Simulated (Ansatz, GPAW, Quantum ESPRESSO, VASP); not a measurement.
# One structure in several programs: AlAs (F-43m, 2 atoms in the cell)

Self-consistent single point.

```
AlAs
1.0
    0.00000     2.83000     2.83000
    2.83000     0.00000     2.83000
    2.83000     2.83000     0.00000
Al As
1 1
Cartesian
  0.00000   0.00000   0.00000
  1.41500   1.41500   1.41500
```

Shared settings, as Ansatz (an electronic-structure program) writes them: kpoints.mp_grid.grid = 8 8 8; scf.occupations.method = fermi_dirac; scf.occupations.width = 0.0037 Ry. Potentials and cutoffs stand in the table.

| code | model | pressure (GPa) | gap on the mesh (eV) | cutoff |
|---|---|---|---|---|
| GPAW | LDA (Perdew-Wang 92), GPAW PAW datasets LDA (gpaw-data 1.0.1) | -0.93 | 1.342 | 600 eV |
| Quantum ESPRESSO | LDA (PZ), PSlibrary PAW (LDA) pseudopotentials | -1.03 | 1.328 | 35 Ry |
| VASP | LDA (PZ), VASP's LDA PAW potentials (set 64) | – | 1.337 | 300 eV |
| Ansatz | LDA (PW92), default PAW files made with PBE | -1.23 | 1.350 | 30.9 Ry |

A dash marks a value that a program does not give, or that is left out as unsure.

Gaps are read on the mesh.

The spread over the programs that give each value: pressure within 0.30 GPa; gap on the mesh within 0.022 eV.

Ansatz's pressure is given at a fixed set of plane waves, as the other plane-wave codes print theirs; with its correction for the finite basis it is -1.20 GPa. The same LDA comes in different parametrisations, which differ slightly.

VASP's run is marked for a possible Pulay error in its stress at this cutoff; no cutoff test was made.

The starting cell has typed, rounded lattice constants, without a prior relaxation at this level.

Left out of this page: ABINIT, CP2K, PySCF, Elk, FLEUR and SIESTA (not drawn, or without a comparable value).

Keys are those of Ansatz 0.2.
